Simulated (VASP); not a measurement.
A run of VASP 6.6.1 is set up as follows.

POSCAR

```
NaY
1.0
    4.0118800000      0.0000000000      0.0000000000
    0.0000000000      4.0118800000      0.0000000000
    0.0000000000      0.0000000000      4.0118800000
Na Y
1 1
Direct
    0.0000000000      0.0000000000      0.0000000000
    0.5000000000      0.5000000000      0.5000000000
```

File INCAR.step1:

```
ALGO = Normal
EDIFF = 1E-7
ENCUT = 520
GGA = AM
ISIF = 2
ISMEAR = -1
LASPH = T
LCHARG = T
LMAXMIX = 4
LREAL = F
LWAVE = F
NELM = 60
PREC = Accurate
SIGMA = 0.05
```

The input KPOINTS.step1:

```
k-points
0
Gamma
  7 7 7
```

The input INCAR.step2:

```
ALGO = Normal
EDIFF = 1E-7
ENCUT = 520
GGA = AM
ICHARG = 11
ISIF = 2
ISMEAR = 0
LASPH = T
LCHARG = F
LMAXMIX = 4
LREAL = F
LWAVE = F
NELM = 60
PREC = Accurate
SIGMA = 0.05
```

The input KPOINTS.step2:

```
path GXMGRX,MR
10
line-mode
reciprocal
 0.0000000000  0.0000000000  0.0000000000  G
 0.0000000000  0.5000000000  0.0000000000  X

 0.0000000000  0.5000000000  0.0000000000  X
 0.5000000000  0.5000000000  0.0000000000  M

 0.5000000000  0.5000000000  0.0000000000  M
 0.0000000000  0.0000000000  0.0000000000  G

 0.0000000000  0.0000000000  0.0000000000  G
 0.5000000000  0.5000000000  0.5000000000  R

 0.5000000000  0.5000000000  0.5000000000  R
 0.0000000000  0.5000000000  0.0000000000  X

 0.5000000000  0.5000000000  0.0000000000  M
 0.5000000000  0.5000000000  0.5000000000  R
```

Potentials or basis: VASP PAW PBE potentials, release 64 (Na_pv, Y_sv).

The run is started by

```console
$ cat potpaw_PBE.64/Na_pv/POTCAR potpaw_PBE.64/Y_sv/POTCAR > POTCAR
$ cp INCAR.step1 INCAR
$ cp KPOINTS.step1 KPOINTS
$ mpirun -np 1 vasp_std > vasp.out
$ cp INCAR.step2 INCAR
$ cp KPOINTS.step2 KPOINTS
$ mpirun -np 1 vasp_std > vasp.out
```

(1) What does it give for the band gap along the path?

## Answers

(1) none (metal or under the smearing width).
